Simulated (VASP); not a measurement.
Calculation: r2SCAN meta-GGA, VASP's PBE PAW potentials (set 64) (plane waves; VASP).

A VASP calculation is set up with these files.

KPOINTS_OPT:
```
k-points along high-symmetry lines
10
Line-mode
Reciprocal
  0.000000   0.000000   0.000000 ! GAMMA
  0.000000   0.500000   0.000000 ! X

  0.000000   0.500000   0.000000 ! X
  0.500000   0.500000   0.000000 ! M

  0.500000   0.500000   0.000000 ! M
  0.000000   0.000000   0.000000 ! GAMMA

  0.000000   0.000000   0.000000 ! GAMMA
  0.500000   0.500000   0.500000 ! R

  0.500000   0.500000   0.500000 ! R
  0.000000   0.500000   0.000000 ! X

  0.500000   0.500000   0.500000 ! R
  0.500000   0.500000   0.000000 ! M
```

### INCAR
```
METAGGA  =  R2SCAN
SYSTEM  =  CsAu
NEDOS  =  601   ! DOS grid
LCHARG  =  F
ENCUT  =  400
ISMEAR  =  -5
ISIF  =  2
LREAL  =  F
NELM  =  100   ! most electronic steps
LMAXMIX  =  6
LORBIT  =  11   ! lm-projected
LASPH  =  T   ! aspherical one-centre terms
LWAVE  =  F
LMIXTAU  =  T
ALGO  =  Normal
EDIFF  =  1E-7
PREC  =  Accurate
```

File POSCAR:
```
CsAu
1
    4.2800892942     0.0000000000     0.0000000000
    0.0000000000     4.2800892942     0.0000000000
   -0.0000000000    -0.0000000000     4.2800892942
Cs Au
1 1
Direct
  0.0000000000   0.0000000000   0.0000000000
  0.5000000000   0.5000000000   0.5000000000
```

### KPOINTS
```
Automatic mesh
0
Gamma
7 7 7
0 0 0
```

POTCAR, in this order: Cs_sv Au (PBE.64 set). Program: vasp_std.

Unless said otherwise, spin-orbit coupling is left out, though it shifts the bands of the heavy elements here.

Question: Predict the energy per atom (σ→0), band gap (over mesh and band path).

Answer: 
```yaml
energy per atom (σ→0): -38.171 eV/atom
band gap (over mesh and band path): 1.31 eV
```

File OSZICAR:
```
...
DAV:  15    -0.763413264974E+02   -0.62654E-03   -0.31083E-04   584   0.205E-01    0.407E-03
DAV:  16    -0.763413311130E+02   -0.46156E-05   -0.13578E-05   602   0.432E-02    0.330E-03
DAV:  17    -0.763413388542E+02   -0.77411E-05   -0.28137E-06   602   0.199E-02    0.210E-03
DAV:  18    -0.763413387999E+02    0.54262E-07   -0.34777E-07   558   0.491E-03
   1 F= -.76341339E+02 E0= -.76341339E+02  d E =0.000000E+00
       N       E                     dE             ncg
       N       E                     dE             ncg
       N       E                     dE             ncg
```

The structure comes from a computed database's CsAu entry (Pm-3m); how it stands against other phases isn't given here. It was relaxed first.
